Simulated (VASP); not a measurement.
## LaBi: structure and properties in VASP

Aim: relax LaBi with LDA, compute its properties on that cell and hold them against experiment. The steps: full relaxation (LDA), second relaxation, density, ELF and potential (LDA), band structure (LDA), total and projected DOS (LDA), volume scan with LDA, fit for LDA and band structure (LDA + SOC). The start is a computed cell from the Materials Project.

Method: LDA; plane waves and PAW (La, Bi_d), in the first sound run; inputs show where later runs differ, in VASP 6.6.1.

**What experiment says.**

For LaBi, rock salt (B1) (powder from In-flux crystals, neon medium), “Tuning the electronic and the crystalline structure of LaBi by pressure” (2016, arxiv:1607.03560) gives, by high-pressure synchrotron XRD: bulk modulus (Birch-Murnaghan fit, reference pressure 0) 52 ± 1 GPa [Birch-Murnaghan fit with P0 and V0 held fixed].

This is a report of a sequence of runs, with most program output left out.

**1. Set-up**

Before any relaxation, the start is as follows. It takes space group Fm-3m (No. 225, cubic). The conventional cell has a = 6.663 Å, b = 6.663 Å, c = 6.663 Å, α = 90.00°, β = 90.00°, γ = 90.00°. La has 6 Bi at 3.33 Å nearest. Bi has 6 La at 3.33 Å nearest. Farther neighbours are not listed.

**2. Full relaxation (LDA)**

The start need not lie at this functional's minimum. ISIF = 3 frees volume, shape and positions, and EDIFFG sets the threshold on forces and stress at which the search stops. LDA, the lowest rung, knows the local density alone.

Input file INCAR:

```
SYSTEM = LaBi
PREC = Accurate
ENCUT = 400
EDIFF = 1E-06
NELM = 100
ISMEAR = 1
SIGMA = 0.2
LREAL = .FALSE.
ALGO = Normal
GGA = CA
NBANDS = 19
LASPH = .TRUE.
LORBIT = 11
LWAVE = .FALSE.
LCHARG = .FALSE.
KPAR = 2
IBRION = 2
NSW = 60
ISIF = 3
EDIFFG = -0.01
```

Input file POSCAR:

```
LaBi
1.0
    0.0000000000      3.3315977332      3.3315977332
    3.3315977332      0.0000000000      3.3315977332
    3.3315977332      3.3315977332      0.0000000000
La Bi
1 1
Direct
    0.5000000000      0.5000000000      0.5000000000
    0.0000000000      0.0000000000      0.0000000000
```

Input file KPOINTS:

```
Automatic mesh
0
Gamma
7 7 7
0 0 0
```

PAW data sets: La and Bi_d (LDA family, release 64).

Started as:

```
> mpirun -np 2 vasp_std
```

It took 36 s on 2 MPI ranks of Intel Xeon Platinum 8488C (Sapphire Rapids), shared host; peak memory 0.33 GiB; 69 s of CPU time.

The k-mesh is coarse for a metal. The run keeps the 48 symmetry operations of its start, so it cannot find a distortion of lower symmetry.

Step by step:

| step | energy less that of the first step (eV) | largest force (eV/Å) | pressure (GPa) | volume (Å³) |
| --- | --- | --- | --- | --- |
| 1 | 0.0000 | 0.0000 | -3.56 | 73.96 |
| 2 | -0.0303 | 0.0000 | 3.10 | 65.52 |
| 3 | -0.0606 | 0.0000 | -0.02 | 68.83 |

```csv
"conventional cell, symmetrised",before,after,change
a (Å),6.663,6.505,-2.4 %
b (Å),6.663,6.505,-2.4 %
c (Å),6.663,6.505,-2.4 %
volume (Å³/atom),36.98,34.41,-6.9 %
```

Final coordinates:

```xyz
2
Lattice="0.0000 3.2527 3.2527 3.2527 0.0000 3.2527 3.2527 3.2527 0.0000" Properties=species:S:1:pos:R:3 pbc="T T T"
La    3.2527    3.2527    3.2527
Bi    0.0000    0.0000    0.0000
```

This step gave:

* electrons: 26
* bands: 19
* irreducible k-points: 20
* symmetry operations: 48
* free energy (TOTEN): -12.29 eV
* energy at zero smearing: -12.29 eV
* Fermi energy: 6.912 eV
* pressure: -0.01630 GPa
* metallic: yes
* SCF cycles over all ionic steps: 30

It ends with forces that vanish by symmetry and a pressure of -0.02 GPa.

**3. Second relaxation**

The basis stayed that of the start cell while the cell moved. A rerun from the cell reached resets it; the error of the finite cutoff stays.

INCAR is that of step 2.

Input file POSCAR:

```
LaBi
1.0
    0.0000000000      3.2527296357      3.2527296357
    3.2527296357      0.0000000000      3.2527296357
    3.2527296357      3.2527296357      0.0000000000
La Bi
1 1
Direct
    0.5000000000      0.5000000000      0.5000000000
    0.0000000000      0.0000000000      0.0000000000
```

KPOINTS is that of step 2.

Started as:

```
> mpirun -np 2 vasp_std
```

Run time: 28 s. Hardware: 2 MPI ranks; peak memory 0.32 GiB.

Little changed from the start: no atom moved by 0.005 Å and no cell edge by 0.1 %.

Numbers from this step:

```yaml
fermi_energy: 6.921 eV
pressure: -0.009443 GPa
scf_cycles_over_all_ionic_steps: 22
```

It ends with forces that vanish by symmetry and a pressure of -0.01 GPa. The volume moved by only 0.09 %, so the cell is settled.

**4. Density, ELF and potential (LDA)**

The relaxed cell gets a fresh self-consistent run, on a basis set for its own volume, to fix the density and to check the remaining stress.

INCAR: that of step 3 with these lines changed.

```diff
@@ -14,7 +14,5 @@
 LWAVE = .FALSE.
-LCHARG = .FALSE.
-KPAR = 2
-IBRION = 2
-NSW = 60
-ISIF = 3
-EDIFFG = -0.01
+LCHARG = .TRUE.
+ISIF = 2
+LELF = .TRUE.
+LVHAR = .TRUE.
```

Input file POSCAR:

```
LaBi
1.0
    0.0000000000      3.2517872099      3.2517872099
    3.2517872099      0.0000000000      3.2517872099
    3.2517872099      3.2517872099      0.0000000000
La Bi
1 1
Direct
    0.5000000000      0.5000000000      0.5000000000
    0.0000000000      0.0000000000      0.0000000000
```

KPOINTS is that of step 3.

Started as:

```
> mpirun -np 2 vasp_std
```

Elapsed: 14 s, on 2 MPI ranks; peak memory 0.27 GiB.

Numbers from this step:

| Item | Value |
| --- | --- |
| SCF cycles | 12 |
| bands | 20 |
| pressure | -0.01883 GPa |

Valence electrons inside each PAW sphere by angular momentum. Sphere charges, by row:

| atom | s (e) | p (e) | d (e) | f (e) | tot (e) |
| --- | --- | --- | --- | --- | --- |
| La1 | 2.03 | 5.636 | 0.72 | 0.137 | 8.523 |
| Bi2 | 1.442 | 1.754 | 9.879 | 0 | 13.07 |

ELF in the ac plane of the conventional cell at fractional y = 0.000, with atoms of La and Bi within 0.2 Å of it. It is the smooth field of the valence electrons, not physical close to the nuclei.

Ten even steps from '_' (0.10) to '@' (0.84), each cell a mean:
```
..--++++--::%%@@##**@@@@==::++**==::
==++++++--..++@@@@@@@@##::..++++++==
**++++++::__..++%%%%##--__..==++++**
++++++==..____..::--::____..--==++++
::::....__..::----------::........::
++--..__..==++++++++++++++::____::==
@@%%++....++++++++++++++++--__--##@@
%%@@%%--::++++++--::==++++--::##@@@@
==%%@@++::++**==..--::++++----%%@@**
**@@@@==::++**==::..--++++--::%%@@##
@@@@##::..++++++====++++++--..++@@@@
%%##--__..==++++****++++++::__..++%%
--::____..--==++++++++++==..____..::
------::........::::::....__..::----
++++++++::____::==++--..__..==++++++
++++++++--__--##@@@@%%++....++++++++
::==++++--::##@@@@%%@@%%--::++++++--
--::++++----%%@@**==%%@@++::++**==..
```
Columns run along a (6.5 Å), rows up along c (6.5 Å), edges of the conventional cell, whose origin can differ from the input's. Atoms in or near the plane, at fractional coordinates: La at (0.50, 0.00), La at (0.00, 0.50), Bi at (0.00, 0.00), Bi at (0.50, 0.50).

Electrostatic potential energy in the ac plane of the conventional cell at fractional y = 0.000, with atoms of La and Bi within 0.2 Å of it. With pseudopotentials it is smooth inside the atoms' cores, unlike the true potential.

Values in eV, 10 rows by 16 columns, each cell a mean:
```
 -89  -63  -17   -1   -2  -11  -45  -86  -93  -65  -20   -4    0   -6  -45  -82
 -17   -9    0    2    1   -2   -9  -17  -20  -12   -4    0    2    1   -4  -15
  -3   -1    1    2    3    2    0   -1   -2    0    2    3    3    2    0   -2
 -35  -21   -7   -1    2    0  -11  -29  -33  -19   -3    1    1   -4  -15  -31
-104  -76  -24   -5   -1   -9  -54  -93  -99  -74  -22   -2   -2  -13  -55  -98
 -93  -65  -20   -4    0   -6  -45  -82  -89  -63  -17   -1   -2  -11  -45  -86
 -20  -12   -4    0    2    1   -4  -15  -17   -9    0    2    1   -2   -9  -17
  -2    0    2    3    3    2    0   -2   -3   -1    1    2    3    2    0   -1
 -33  -19   -3    1    1   -4  -15  -31  -35  -21   -7   -1    2    0  -11  -29
 -99  -74  -22   -2   -2  -13  -55  -98 -104  -76  -24   -5   -1   -9  -54  -93
```
Columns run along a (6.5 Å; values clipped at the 3rd and 97th percentile), rows up along c (6.5 Å), edges of the conventional cell, whose origin can differ from the input's. Atoms in or near the plane, at fractional coordinates: La at (0.50, 0.00), La at (0.00, 0.50), Bi at (0.00, 0.00), Bi at (0.50, 0.50).

Valence density in the ac plane of the conventional cell at fractional y = 0.000, with atoms of La and Bi within 0.2 Å of it. It is the smooth field of the valence electrons, not physical close to the nuclei.

Values in units of 1e0 e/Å³, 10 rows by 16 columns, each cell a mean:
```
5.7 2.9 0.7 0.3 0.2 0.5 1.3 1.4 1.3 1.5 0.7 0.2 0.2 0.4 1.8 4.8
0.7 0.5 0.2 0.1 0.1 0.1 0.4 0.7 0.7 0.5 0.2 0.1 0.1 0.2 0.4 0.7
0.2 0.2 0.1 0.1 0.1 0.1 0.2 0.2 0.2 0.2 0.1 0.1 0.1 0.1 0.1 0.2
1.1 0.8 0.3 0.1 0.1 0.2 0.6 1.2 1.3 0.8 0.3 0.2 0.1 0.2 0.6 1.0
0.9 1.6 0.9 0.3 0.2 0.5 2.3 6.1 7.4 3.7 0.9 0.3 0.2 0.5 1.4 1.2
1.3 1.5 0.7 0.2 0.2 0.4 1.8 4.8 5.7 2.9 0.7 0.3 0.2 0.5 1.3 1.4
0.7 0.5 0.2 0.1 0.1 0.2 0.4 0.7 0.7 0.5 0.2 0.1 0.1 0.1 0.4 0.7
0.2 0.2 0.1 0.1 0.1 0.1 0.1 0.2 0.2 0.2 0.1 0.1 0.1 0.1 0.2 0.2
1.3 0.8 0.3 0.2 0.1 0.2 0.6 1.0 1.1 0.8 0.3 0.1 0.1 0.2 0.6 1.2
7.4 3.7 0.9 0.3 0.2 0.5 1.4 1.2 0.9 1.6 0.9 0.3 0.2 0.5 2.3 6.1
```
Columns run along a (6.5 Å), rows up along c (6.5 Å), edges of the conventional cell, whose origin can differ from the input's. Atoms in or near the plane, at fractional coordinates: La at (0.50, 0.00), La at (0.00, 0.50), Bi at (0.00, 0.00), Bi at (0.50, 0.50).

In this run the pressure is -0.02 GPa, small enough to go on.

**5. Band structure (LDA)**

Levels along the symmetry lines show where the bands peak and cross; KPOINTS_OPT computes them in the converged potential.

Input file INCAR:

```
SYSTEM = LaBi
PREC = Accurate
ENCUT = 400
EDIFF = 1E-06
NELM = 100
ISMEAR = 1
SIGMA = 0.2
LREAL = .FALSE.
ALGO = Normal
GGA = CA
NBANDS = 25
LASPH = .TRUE.
LORBIT = 11
LWAVE = .FALSE.
LCHARG = .FALSE.
KPAR = 2
```

POSCAR is that of step 4.

KPOINTS is that of step 4.

Input file KPOINTS_OPT:

```
Line mode
16
Line-mode
Reciprocal
  0.00000000   0.00000000   0.00000000 GAMMA
  0.50000000   0.00000000   0.50000000 X

  0.50000000   0.00000000   0.50000000 X
  0.50000000   0.25000000   0.75000000 W

  0.50000000   0.25000000   0.75000000 W
  0.37500000   0.37500000   0.75000000 K

  0.37500000   0.37500000   0.75000000 K
  0.00000000   0.00000000   0.00000000 GAMMA

  0.00000000   0.00000000   0.00000000 GAMMA
  0.50000000   0.50000000   0.50000000 L

  0.50000000   0.50000000   0.50000000 L
  0.62500000   0.25000000   0.62500000 U

  0.62500000   0.25000000   0.62500000 U
  0.50000000   0.25000000   0.75000000 W

  0.50000000   0.25000000   0.75000000 W
  0.50000000   0.50000000   0.50000000 L

  0.50000000   0.50000000   0.50000000 L
  0.37500000   0.37500000   0.75000000 K

  0.62500000   0.25000000   0.62500000 U
  0.50000000   0.00000000   0.50000000 X
```

Started as:

```
> mpirun -np 2 vasp_std
```

It took 85 s on 2 MPI ranks; peak memory 0.35 GiB; 2.8 min of CPU time.

Spin-orbit coupling is off here; with elements this heavy it splits and shifts levels by tenths of an eV or more.

This step gave:

- bands: 25
- pressure: -0.01122 GPa

The electronic bands at the labelled points (eV, zero at the Fermi level; # counts the bands kept):

| point | #1 | #2 | #3 | #4 | #5 | #6 | #7 |
| --- | --- | --- | --- | --- | --- | --- | --- |
| Γ | 0.32 | 0.32 | 0.32 | 1.30 | 1.30 | 1.30 | 1.80 |
| 0.47 of the way | -2.06 | -0.22 | -0.22 | 0.41 | 1.93 | 1.93 | 2.00 |
| X | -1.48 | -0.22 | -0.17 | -0.17 | 1.97 | 2.00 | 2.05 |
| 0.53 of the way | -1.47 | -1.14 | -1.00 | 0.90 | 1.92 | 2.00 | 2.04 |
| W | -1.74 | -1.36 | -1.36 | 1.65 | 1.65 | 2.02 | 2.02 |
| 0.47 of the way | -1.79 | -1.44 | -1.15 | 1.33 | 1.83 | 2.00 | 2.03 |
| K | -1.84 | -1.47 | -0.93 | 1.03 | 1.93 | 1.95 | 2.04 |
| 0.47 of the way | -2.42 | -1.33 | -0.94 | 1.61 | 1.69 | 1.94 | 2.04 |
| Γ | 0.32 | 0.32 | 0.32 | 1.30 | 1.30 | 1.30 | 1.80 |
| 0.47 of the way | -1.76 | -0.82 | -0.82 | 1.33 | 1.70 | 1.70 | 2.08 |
| L | -3.29 | -1.62 | -1.62 | 1.73 | 1.94 | 1.94 | 2.12 |
| 0.47 of the way | -2.87 | -1.51 | -1.43 | 1.65 | 1.88 | 1.93 | 2.08 |
| U | -1.84 | -1.47 | -0.93 | 1.03 | 1.93 | 1.95 | 2.04 |
| 0.53 of the way | -1.79 | -1.44 | -1.15 | 1.33 | 1.83 | 2.00 | 2.03 |
| W | -1.74 | -1.36 | -1.36 | 1.65 | 1.65 | 2.02 | 2.02 |
| 0.47 of the way | -2.61 | -1.45 | -1.35 | 1.67 | 1.76 | 1.96 | 2.05 |
| L | -3.29 | -1.62 | -1.62 | 1.73 | 1.94 | 1.94 | 2.12 |
| 0.47 of the way | -2.87 | -1.51 | -1.43 | 1.65 | 1.88 | 1.93 | 2.08 |
| K | -1.84 | -1.47 | -0.93 | 1.03 | 1.93 | 1.95 | 2.04 |
| jump to U | -1.84 | -1.47 | -0.93 | 1.03 | 1.93 | 1.95 | 2.04 |
| 0.47 of the way | -1.48 | -1.03 | -0.46 | 0.43 | 1.96 | 1.99 | 2.04 |
| X | -1.48 | -0.22 | -0.17 | -0.17 | 1.97 | 2.00 | 2.05 |

The largest weight of each band there:

| point | #1 | #2 | #3 | #4 | #5 | #6 | #7 |
| --- | --- | --- | --- | --- | --- | --- | --- |
| Γ | Bi 0.54 | Bi 0.54 | Bi 0.54 | La 0.93 | La 0.92 | La 0.92 | La 1.00 |
| X | Bi 0.75 | La 0.90 | Bi 0.69 | Bi 0.69 | La 1.00 | La 0.99 | La 1.00 |
| W | Bi 0.66 | Bi 0.66 | Bi 0.66 | La 0.94 | La 0.94 | La 1.00 | La 1.00 |
| K | Bi 0.65 | Bi 0.70 | Bi 0.64 | La 0.85 | La 1.00 | La 0.99 | La 1.00 |
| Γ | Bi 0.54 | Bi 0.54 | Bi 0.54 | La 0.92 | La 0.93 | La 0.92 | La 1.00 |
| L | Bi 0.68 | Bi 0.59 | Bi 0.59 | La 0.98 | La 0.99 | La 0.99 | La 1.00 |

There is no gap at this level.

**6. Total and projected DOS (LDA)**

A density of states needs more k-points than a total energy; ISMEAR = -5 takes tetrahedra, and LORBIT projects the states on the PAW spheres. The mesh is finer than in the run before.

INCAR: that of step 5 with these lines changed.

```diff
@@ -5,3 +5,3 @@
 NELM = 100
-ISMEAR = 1
+ISMEAR = -5
 SIGMA = 0.2
@@ -16 +16,2 @@
 KPAR = 2
+NEDOS = 2001
```

POSCAR is that of step 5.

Input file KPOINTS:

```
Automatic mesh
0
Gamma
11 11 11
0 0 0
```

Started as:

```
> mpirun -np 2 vasp_std
```

It took 40 s on 2 MPI ranks; peak memory 0.39 GiB.

With tetrahedra the forces and stress of a metal are not exact derivatives of the energy.

Numbers from this step:

| Quantity | Value |
| --- | --- |
| irreducible k-points | 56 |
| free energy (TOTEN) | -12.30 eV |
| Fermi energy | 7.010 eV |
| pressure | -0.01840 GPa |
| DOS at the Fermi level | 0.2088 states/eV/cell |

The density of states has structure finer than the step of the table below, so its rows give means over 0.5 eV, whole bins alone (the curve runs from -12.0 to 1.98 eV). Peaks (eV: height): total -1.53: 6.94; Bi p -2.41: 0.496, -1.53: 2.07; La d -1.53: 0.989, 1.54: 0.551, 1.72: 0.537; Bi s -9.78: 3.12.

States under -12.0 eV and over 2.0 eV are left out. Table of density of states by energy, zero at the Fermi level; means over each step; values in states/eV/cell:

| energy (eV) | total | La f | Bi p | La d | Bi s |
| --- | --- | --- | --- | --- | --- |
| -11.0 | 0 | 0 | 0 | 0 | 0 |
| -10.5 | 0.136 | 0 | 8.2e-5 | 5.5e-5 | 0.0889 |
| -10.0 | 2.47 | 0.00365 | 0.00126 | 0.0317 | 1.71 |
| -9.5 | 1.40 | 0.00369 | 6.2e-4 | 0.0120 | 0.984 |
| -9.0 | 0 | 0 | 0 | 0 | 0 |
| -8.5 | 0 | 0 | 0 | 0 | 0 |
| -8.0 | 0 | 0 | 0 | 0 | 0 |
| -7.5 | 0 | 0 | 0 | 0 | 0 |
| -7.0 | 0 | 0 | 0 | 0 | 0 |
| -6.5 | 0 | 0 | 0 | 0 | 0 |
| -6.0 | 0 | 0 | 0 | 0 | 0 |
| -5.5 | 0 | 0 | 0 | 0 | 0 |
| -5.0 | 0 | 0 | 0 | 0 | 0 |
| -4.5 | 0 | 0 | 0 | 0 | 0 |
| -4.0 | 0 | 0 | 0 | 0 | 0 |
| -3.5 | 0.0356 | 4.6e-5 | 0.00855 | 0.00216 | 8.6e-5 |
| -3.0 | 0.728 | 0.00283 | 0.181 | 0.0471 | 0.00341 |
| -2.5 | 1.72 | 0.0129 | 0.457 | 0.124 | 0.0114 |
| -2.0 | 1.12 | 0.0121 | 0.312 | 0.0766 | 0.00738 |
| -1.5 | 4.55 | 0.0510 | 1.36 | 0.653 | 0.00660 |
| -1.0 | 2.61 | 0.0898 | 0.776 | 0.357 | 0.00395 |
| -0.5 | 1.12 | 0.0871 | 0.348 | 0.123 | 0.00149 |
| 0.0 | 0.242 | 0.0310 | 0.0578 | 0.0339 | 1.7e-4 |
| 0.5 | 0.536 | 0.0780 | 0.0446 | 0.125 | 7.1e-4 |
| 1.0 | 1.43 | 0.418 | 0.0711 | 0.302 | 0.00327 |
| 1.5 | 3.86 | 2.29 | 0.0631 | 0.472 | 0.00452 |

The finer mesh and the other smearing move the Fermi level by +0.09 eV from the 7×7×7 run, one measure of the sampling error in the zero of the bands above. Of the states within 0.3 eV of the Fermi level, the largest shares in the PAW spheres are Bi p 24 %, La d 14 % and La f 13 %. The rest lies in smaller channels or between the spheres.

**7. Volume scan with LDA, volume scale 0.94**

An equation of state needs energies on both sides of the minimum, all on one mesh and cutoff.

Input file INCAR:

```
SYSTEM = LaBi
PREC = Accurate
ENCUT = 400
EDIFF = 1E-06
NELM = 100
ISMEAR = 1
SIGMA = 0.2
LREAL = .FALSE.
ALGO = Normal
GGA = CA
NBANDS = 19
LASPH = .TRUE.
LORBIT = 11
LWAVE = .FALSE.
LCHARG = .FALSE.
KPAR = 2
ISIF = 2
```

Input file POSCAR:

```
LaBi
1.0
    0.0000000000      3.1854055793      3.1854055793
    3.1854055793      0.0000000000      3.1854055793
    3.1854055793      3.1854055793      0.0000000000
La Bi
1 1
Direct
    0.5000000000      0.5000000000      0.5000000000
    0.0000000000      0.0000000000      0.0000000000
```

Input file KPOINTS:

```
Automatic mesh
0
Gamma
7 7 7
0 0 0
```

Started as:

```
> mpirun -np 2 vasp_std
```

It took 16 s on 2 MPI ranks; peak memory 0.3 GiB; 30 s of CPU time.

The scan keeps the cell's shape and the fractional positions fixed.

This step gave:

| Quantity | Value |
| --- | --- |
| bands | 19 |
| irreducible k-points | 20 |
| free energy (TOTEN) | -12.24 eV |
| energy at zero smearing | -12.24 eV |
| Fermi energy | 7.564 eV |
| pressure | 3.989 GPa |

The pressure here is 3.99 GPa.

**8. Volume scan with LDA, volume scale 0.96**

INCAR is that of step 7.

Input file POSCAR:

```
LaBi
1.0
    0.0000000000      3.2078387521      3.2078387521
    3.2078387521      0.0000000000      3.2078387521
    3.2078387521      3.2078387521      0.0000000000
La Bi
1 1
Direct
    0.5000000000      0.5000000000      0.5000000000
    0.0000000000      0.0000000000      0.0000000000
```

KPOINTS is that of step 7.

Started as:

```
> mpirun -np 2 vasp_std
```

Run time: 18 s. Hardware: 2 MPI ranks; peak memory 0.31 GiB; 35 s of CPU time.

Numbers from this step:

```yaml
free_energy_toten: -12.27 eV
energy_at_zero_smearing: -12.27 eV
fermi_energy: 7.341 eV
pressure: 2.510 GPa
```

The pressure falls from 3.99 to 2.51 GPa.

The run ends at a pressure of 2.51 GPa.

**9. Volume scan with LDA, volume scale 0.98**

INCAR is that of step 8.

Input file POSCAR:

```
LaBi
1.0
    0.0000000000      3.2299624771      3.2299624771
    3.2299624771      0.0000000000      3.2299624771
    3.2299624771      3.2299624771      0.0000000000
La Bi
1 1
Direct
    0.5000000000      0.5000000000      0.5000000000
    0.0000000000      0.0000000000      0.0000000000
```

KPOINTS is that of step 8.

Started as:

```
> mpirun -np 2 vasp_std
```

Wall time 16 s (2 MPI ranks); peak memory 0.3 GiB; 31 s of CPU time.

The pressure falls from 2.51 to 1.18 GPa.

The run ends at a pressure of 1.18 GPa.

**10. Volume scan with LDA, volume scale 1**

INCAR is that of step 9.

Input file POSCAR:

```
LaBi
1.0
    0.0000000000      3.2517872099      3.2517872099
    3.2517872099      0.0000000000      3.2517872099
    3.2517872099      3.2517872099      0.0000000000
La Bi
1 1
Direct
    0.5000000000      0.5000000000      0.5000000000
    0.0000000000      0.0000000000      0.0000000000
```

KPOINTS is that of step 9.

Started as:

```
> mpirun -np 2 vasp_std
```

Run time: 17 s. Hardware: 2 MPI ranks; peak memory 0.31 GiB.

The pressure falls from 1.18 to -0.03 GPa.

The run ends at a pressure of -0.03 GPa.

**11. Volume scan with LDA, volume scale 1.02**

INCAR is that of step 10.

Input file POSCAR:

```
LaBi
1.0
    0.0000000000      3.2733228521      3.2733228521
    3.2733228521      0.0000000000      3.2733228521
    3.2733228521      3.2733228521      0.0000000000
La Bi
1 1
Direct
    0.5000000000      0.5000000000      0.5000000000
    0.0000000000      0.0000000000      0.0000000000
```

KPOINTS is that of step 10.

Started as:

```
> mpirun -np 2 vasp_std
```

Wall time 15 s (2 MPI ranks); peak memory 0.31 GiB; 28 s of CPU time.

The pressure falls from -0.03 to -1.10 GPa.

The run ends at a pressure of -1.10 GPa.

**12. Volume scan with LDA, volume scale 1.04**

INCAR is that of step 11.

Input file POSCAR:

```
LaBi
1.0
    0.0000000000      3.2945787909      3.2945787909
    3.2945787909      0.0000000000      3.2945787909
    3.2945787909      3.2945787909      0.0000000000
La Bi
1 1
Direct
    0.5000000000      0.5000000000      0.5000000000
    0.0000000000      0.0000000000      0.0000000000
```

KPOINTS is that of step 11.

Started as:

```
> mpirun -np 2 vasp_std
```

It took 15 s on 2 MPI ranks; peak memory 0.31 GiB.

The pressure falls from -1.10 to -2.07 GPa.

The run ends at a pressure of -2.07 GPa.

**13. Volume scan with LDA, volume scale 1.06**

A prediction first. A parabola through the 6 pressures of evenly scaled cells so far, P = -0.02 -57.0 t +126 t² GPa with t = ln(V/V₁) and V₁ the volume at scale 1, gives -2.92 GPa at t = +0.0583.

INCAR is that of step 12.

Input file POSCAR:

```
LaBi
1.0
    0.0000000000      3.3155639350      3.3155639350
    3.3155639350      0.0000000000      3.3155639350
    3.3155639350      3.3155639350      0.0000000000
La Bi
1 1
Direct
    0.5000000000      0.5000000000      0.5000000000
    0.0000000000      0.0000000000      0.0000000000
```

KPOINTS is that of step 12.

Started as:

```
> mpirun -np 2 vasp_std
```

The job ended after 15 s (2 MPI ranks; peak memory 0.31 GiB).

The pressure falls from -2.07 to -2.94 GPa. The parabola predicted -2.92 GPa, +0.03 GPa off.

[end of part 1 of 2]

[Lines on the potential files, build, host, timing and source positions are cut from VASP's logs without a mark.]

[Logs are printed without paths, hosts, clocks, repeated set-up lines and the standing remarks that a program may print on its own settings, such as how far it seeks lower states.]

[Hosts, paths, dates, database ids (printed as entryN), source tags and the programs' standing remarks are cut or masked in the printed files.]

[Measured values are set beside computed ones only where the two were judged alike; some that the calculation misses by far are left out.]

[In band tables of VASP the shares of atoms and orbitals are scaled to a sum of 1 inside the atoms' spheres.]
